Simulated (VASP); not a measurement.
# Na2LiTlBr6 (Fm-3m) in VASP: single point with PBE

Aim: the single point of Na2LiTlBr6 with PBE.

All numbers are computed with VASP 6.6.1; they aren't measurements. Logs are shortened: lines on timing, memory, paths and dates and some standing lists are left out, and cuts for length are marked.

### Step 1. The structure

The structure is cubic, space group Fm-3m (No. 225). Conventional cell: a = 10.907 Å, b = 10.907 Å, c = 10.907 Å, α = 90.00°, β = 90.00°, γ = 90.00°. Na (site symmetry -43m) is surrounded by 12 Br at 3.86 Å. Li (site symmetry m-3m) has 6 Br at 2.69 Å as nearest neighbours. Tl (site symmetry m-3m) is surrounded by 6 Br at 2.76 Å. Around Br (site symmetry 4mm) lie 1 Li at 2.69 Å and 1 Tl at 2.76 Å.

The cell comes from a database or a generator and needn't be the stable form of this composition.

### Step 2. Single point, PBE

Contents of INCAR:

```
SYSTEM = Na2LiTlBr6
PREC     = Accurate       ! precision mode
ENCUT    = 520            ! plane-wave cutoff, eV
EDIFF    = 1E-6           ! SCF threshold, eV
ISMEAR   = 0              ! smearing method
SIGMA    = 0.01           ! smearing width, eV
LREAL    = .FALSE.        ! projectors in reciprocal space
LASPH    = .TRUE.         ! aspherical terms in the spheres
NELM     = 100            ! most SCF steps
ALGO     = Normal         ! electronic algorithm
ISIF     = 2              ! what is computed and relaxed
LWAVE    = .FALSE.        ! write WAVECAR
LCHARG   = .FALSE.        ! write CHGCAR
GGA      = PE             ! functional
NBANDS   = 47             ! bands
```

Contents of KPOINTS:

```
regular mesh
0
G
  3 3 3
  0 0 0
```

Contents of POSCAR:

```
Na2LiTlBr6
1.0
    0.0000000000      5.4533170000      5.4533170000
    5.4533170000      0.0000000000      5.4533170000
    5.4533170000      5.4533170000      0.0000000000
Na Li Tl Br
2 1 1 6
Direct
    0.7500000000      0.7500000000      0.7500000000
    0.2500000000      0.2500000000      0.2500000000
    0.5000000000      0.5000000000      0.5000000000
    0.0000000000      0.0000000000      0.0000000000
    0.7468360000      0.2531640000      0.2531640000
    0.2531640000      0.2531640000      0.7468360000
    0.2531640000      0.7468360000      0.7468360000
    0.2531640000      0.7468360000      0.2531640000
    0.7468360000      0.2531640000      0.7468360000
    0.7468360000      0.7468360000      0.2531640000
```

Potentials or basis: VASP PAW PBE potentials, release 64 (Na_pv, Li_sv, Tl_d, Br).

The run is started by

```sh
$ cat potpaw_PBE.64/Na_pv/POTCAR potpaw_PBE.64/Li_sv/POTCAR potpaw_PBE.64/Tl_d/POTCAR potpaw_PBE.64/Br/POTCAR > POTCAR
$ mpirun -np 1 vasp_std > vasp.out
```

OUTCAR:

```text
SYSTEM = Na2LiTlBr6
   PREC = Accurate
   ENCUT = 520
   EDIFF = 1E-6
   ISMEAR = 0
   LREAL = .FALSE.
   LASPH = .TRUE.
   NELM = 100
   ISIF = 2
   GGA = PE

 ion  position               nearest neighbor table
   1  0.750  0.750  0.750-
   2  0.250  0.250  0.250-
   3  0.500  0.500  0.500-   5 2.69   6 2.69   7 2.69   8 2.69   9 2.69  10 2.69
   4  0.000  0.000  0.000-   5 2.76   6 2.76   7 2.76   8 2.76   9 2.76  10 2.76
   5  0.747  0.253  0.253-   3 2.69   4 2.76
   6  0.253  0.253  0.747-   3 2.69   4 2.76
   7  0.253  0.747  0.747-   3 2.69   4 2.76
   8  0.253  0.747  0.253-   3 2.69   4 2.76
   9  0.747  0.253  0.747-   3 2.69   4 2.76
  10  0.747  0.747  0.253-   3 2.69   4 2.76

  LATTYP: Found a face centered cubic cell.
 ALAT       =    10.9066340000

  Lattice vectors:

 A1 = (   0.0000000000,   5.4533170000,   5.4533170000)
 A2 = (   5.4533170000,   0.0000000000,   5.4533170000)
 A3 = (   5.4533170000,   5.4533170000,   0.0000000000)

Analysis of symmetry for initial positions (statically):
=====================================================================
 Subroutine PRICEL returns:
 Original cell was already a primitive cell.

 Routine SETGRP: Setting up the symmetry group for a
 face centered cubic supercell.

 Subroutine GETGRP returns: Found 48 space group operations
 (whereof 48 operations were pure point group operations)
 out of a pool of 48 trial point group operations.

The static configuration has the point symmetry O_h .

Analysis of symmetry for dynamics (positions and initial velocities):
=====================================================================
 Subroutine PRICEL returns:
 Original cell was already a primitive cell.

 Routine SETGRP: Setting up the symmetry group for a
 face centered cubic supercell.

 Subroutine GETGRP returns: Found 48 space group operations
 (whereof 48 operations were pure point group operations)
 out of a pool of 48 trial point group operations.

The dynamic configuration has the point symmetry O_h .

 Subroutine INISYM returns: Found 48 space group operations
 (whereof 48 operations are pure point group operations),
 and found     1 'primitive' translations

----------------------------------------------------------------------------------------

                                     Primitive cell

  volume of cell :     324.3487

  direct lattice vectors                    reciprocal lattice vectors
     0.000000000  5.453317000  5.453317000    -0.091687316  0.091687316  0.091687316
     5.453317000  0.000000000  5.453317000     0.091687316 -0.091687316  0.091687316
     5.453317000  5.453317000  0.000000000     0.091687316  0.091687316 -0.091687316

  length of vectors
     7.712154861  7.712154861  7.712154861     0.158807090  0.158807090  0.158807090

  position of ions in fractional coordinates (direct lattice)
     0.750000000  0.750000000  0.750000000
     0.250000000  0.250000000  0.250000000
     0.500000000  0.500000000  0.500000000
     0.000000000  0.000000000  0.000000000
     0.746836000  0.253164000  0.253164000
     0.253164000  0.253164000  0.746836000
     0.253164000  0.746836000  0.746836000
     0.253164000  0.746836000  0.253164000
     0.746836000  0.253164000  0.746836000
     0.746836000  0.746836000  0.253164000

  ion indices of the primitive-cell ions
   primitive index   ion index
                 1           1
                 2           2
                 3           3
                 4           4
                 5           5
                 6           6
                 7           7
                 8           8
                 9           9
                10          10

----------------------------------------------------------------------------------------

 KPOINTS: regular mesh

Automatic generation of k-mesh.
 Grid dimensions read from file:
 generate k-points for:    3    3    3

 Generating k-lattice:

  Cartesian coordinates                     Fractional coordinates (reciprocal lattice)
    -0.030562439  0.030562439  0.030562439     0.333333333  0.000000000  0.000000000
     0.030562439 -0.030562439  0.030562439     0.000000000  0.333333333  0.000000000
     0.030562439  0.030562439 -0.030562439     0.000000000  0.000000000  0.333333333

  Length of vectors
     0.052935697  0.052935697  0.052935697

  Shift w.r.t. Gamma in fractional coordinates (k-lattice)
     0.000000000  0.000000000  0.000000000

 Subroutine IBZKPT returns following result:
 ===========================================

 Found      4 irreducible k-points:

 Following reciprocal coordinates:
            Coordinates               Weight
  0.000000  0.000000  0.000000      1.000000
  0.333333  0.000000  0.000000      8.000000
  0.333333  0.333333  0.000000      6.000000
 -0.333333  0.333333  0.000000     12.000000
   k-points           NKPTS =      4   k-points in BZ     NKDIM =      4   number of bands    NBANDS=     47
   number of dos      NEDOS =    301   number of ions     NIONS =     10
   total plane-waves  NPLWV = 216000
   dimension x,y,z NGX =    60 NGY =   60 NGZ =   60
   dimension x,y,z NGXF=   120 NGYF=  120 NGZF=  120
   ions per type =               2   1   1   6
   NGX,Y,Z   is equivalent  to a cutoff of  12.93, 12.93, 12.93 a.u.
   NGXF,Y,Z  is equivalent  to a cutoff of  25.87, 25.87, 25.87 a.u.
 SYSTEM =  Na2LiTlBr6
   PREC   = accura    normal or accurate (medium, high low for compatibility)
   ISTART =      0    job   : 0-new  1-cont  2-samecut
   ICHARG =      2    charge: 1-file 2-atom 10-const
   ISPIN  =      1    spin polarized calculation?
   LNONCOLLINEAR =      F non collinear calculations
   LSORBIT =      F    spin-orbit coupling
   LASPH  =      T    aspherical Exc in radial PAW
   ENCUT  =  520.0 eV  38.22 Ry    6.18 a.u.  14.34 14.34 14.34*2*pi/ulx,y,z
   NELM   =    100;   NELMIN=  2; NELMDL= -5     # of ELM steps
   EDIFF  = 0.1E-05   stopping-criterion for ELM
   LREAL  =      F    real-space projection
   EDIFFG = 0.1E-04   stopping-criterion for IOM
   NSW    =      0    number of steps for IOM
   IBRION =     -1    ionic relax: 0-MD 1-quasi-New 2-CG
   NFREE  =      0    steps in history (QN), initial steepest desc. (CG)
   ISIF   =      2    stress and relaxation
   ISYM   =      2    0-nonsym 1-usesym 2-fastsym
   POTIM  = 0.5000    time-step for ionic-motion
   TEBEG  =    0.0;   TEEND  =   0.0 temperature during run
   PSTRESS=    0.0 pullay stress
   NELECT =      72.0000    total number of electrons
   NUPDOWN=      -1.0000    fix difference up-down
   EMIN   =  10.00;   EMAX   =-10.00  energy-range for DOS
   EFERMI =   0.00;   METHOD = LEGACY
   ISMEAR =     0;   SIGMA  =   0.01  broadening in eV -4-tet -1-fermi 0-gaus
   EFERMI_NEDOS =   21; number of points for ismear=-14 and -15
   IALGO  =     38    algorithm
   IMIX   =      4    mixing-type and parameters
     AMIX     =   0.40;   BMIX     =  1.00
     AMIX_MAG =   1.60;   BMIX_MAG =  1.00
  volume/ion in A,a.u.               =      32.43       218.88
  Fermi-wavevector in a.u.,A,eV,Ry     =   0.991246  1.873184 13.368666  0.982569
  Thomas-Fermi vector in A             =   2.122974
   LORBIT       =      0    0 simple, 1 ext, 2 COOP (PROOUT), +10 PAW based schemes
   GGA     = PE    functional components
   LHFCALC =     F    Hartree Fock is set to
   AEXX    =    0.0000 exact exchange contribution
   IVDW    =     0    specifies the selected vdW correction
   LEPSILON=     F    determine dielectric tensor
   LRPA    =     F    only Hartree local field effects (RPA)
 non-spin polarized calculation
 Gauss-broadening in eV      SIGMA  =   0.01
  energy-cutoff  :      520.00
  volume of cell :      324.35
 maximum number of plane-waves:      8801
 NGX is ok and might be reduce to    60
   NGX = 29   NGY = 29   NGZ = 29

 number of electron      71.9999990 magnetization

 Free energy of the ion-electron system (eV)
  ---------------------------------------------------
  ext. energy  EPLUGINS =         0.00000000
  ---------------------------------------------------
  free energy    TOTEN  =       -26.36611693 eV

  energy without entropy =      -26.36611693  energy(sigma->0) =      -26.36611693

 E-fermi :  -0.2325     XC(G=0):  -7.4847

 val. band max:       -0.3822747664   @ k =   0.0000   0.0000   0.0000
 cond. band min:       0.1602114599   @ k =   0.0000   0.0000   0.0000
 fundamental gap:      0.5424862263
 Fermi energy:        -0.2324693615

 k-point     1 :       0.0000    0.0000    0.0000
  band No.  band energies     occupation
      1     -45.3242      2.00000
      2     -23.9808      2.00000
      3     -23.9808      2.00000
      4     -23.9808      2.00000
      5     -23.9807      2.00000
      6     -23.9807      2.00000
[... 39 lines left out ...]
     46       7.4853      0.00000
     47       7.4853      0.00000

 k-point     2 :       0.3333    0.0000    0.0000
  band No.  band energies     occupation
      1     -45.3242      2.00000
      2     -23.9808      2.00000
      3     -23.9808      2.00000
      4     -23.9808      2.00000
      5     -23.9807      2.00000
      6     -23.9807      2.00000
[... 39 lines left out ...]
     46       6.9705      0.00000
     47       7.5435      0.00000

 k-point     3 :       0.3333    0.3333    0.0000
  band No.  band energies     occupation
      1     -45.3242      2.00000
      2     -23.9808      2.00000
      3     -23.9808      2.00000
      4     -23.9808      2.00000
      5     -23.9807      2.00000
      6     -23.9807      2.00000
[... 39 lines left out ...]
     46       7.0718      0.00000
     47       7.4332      0.00000

 k-point     4 :      -0.3333    0.3333    0.0000
  band No.  band energies     occupation
      1     -45.3241      2.00000
      2     -23.9808      2.00000
      3     -23.9808      2.00000
      4     -23.9808      2.00000
      5     -23.9807      2.00000
      6     -23.9807      2.00000
[... 39 lines left out ...]
     46       6.7900      0.00000
     47       6.8468      0.00000

------------------------ aborting loop because EDIFF is reached ----------------------------------------

  FORCE on cell =-STRESS in cart. coord.  units (eV):
  Direction    XX          YY          ZZ          XY          YZ          ZX
  --------------------------------------------------------------------------------------
  -------------------------------------------------------------------------------------
  Total       -0.0204913     -0.0204913     -0.0204913      0.0000000     -0.0000000      0.0000000
  in kB       -0.1012206     -0.1012206     -0.1012206      0.0000000     -0.0000000      0.0000000
  external PRESSURE =      -0.1012206 kB  Pullay stress =       0.0000000 kB

 VOLUME and BASIS-vectors are now :
 -----------------------------------------------------------------------------
  energy-cutoff  :      520.00
  volume of cell :      324.35
      direct lattice vectors                 reciprocal lattice vectors
     0.000000000  5.453317000  5.453317000    -0.091687316  0.091687316  0.091687316
     5.453317000  0.000000000  5.453317000     0.091687316 -0.091687316  0.091687316
     5.453317000  5.453317000  0.000000000     0.091687316  0.091687316 -0.091687316

 POSITION                                       TOTAL-FORCE (eV/Angst)
 -----------------------------------------------------------------------------------
      8.17998      8.17998      8.17998         0.000000     -0.000000     -0.000000
      2.72666      2.72666      2.72666         0.000000     -0.000000      0.000000
      5.45332      5.45332      5.45332         0.000000     -0.000000      0.000000
      0.00000      0.00000      0.00000         0.000000     -0.000000     -0.000000
      2.76117      5.45332      5.45332         0.000823     -0.000000      0.000000
      5.45332      5.45332      2.76117         0.000000     -0.000000      0.000823
      8.14547      5.45332      5.45332        -0.000823     -0.000000      0.000000
      5.45332      2.76117      5.45332         0.000000      0.000823      0.000000
      5.45332      8.14547      5.45332         0.000000     -0.000823      0.000000
      5.45332      5.45332      8.14547         0.000000     -0.000000     -0.000823
 -----------------------------------------------------------------------------------
    total drift:                               -0.000000     -0.000000     -0.000000

  FREE ENERGIE OF THE ION-ELECTRON SYSTEM (eV)
  ---------------------------------------------------
  free  energy   TOTEN  =       -26.3661169259 eV

  energy  without entropy=      -26.3661169259  energy(sigma->0) =      -26.36611693
```

It took 46 s on 1 thread of Intel Xeon 6975P-C (Granite Rapids), shared host; peak memory 0.53 GiB.

What came out:

* Free energy: -26.3661 eV
* Band gap on the k mesh: 0.54 eV, direct

Caveat: the cutoff is under 1.25 times the usual one of these potentials, so pressure, stress and relaxed cells hold a basis-set (Pulay) error; spin-orbit coupling is left out, which as a rule narrows the gap of such compounds by several tenths of an eV. As with any semilocal functional, this PBE gap is likely too small.
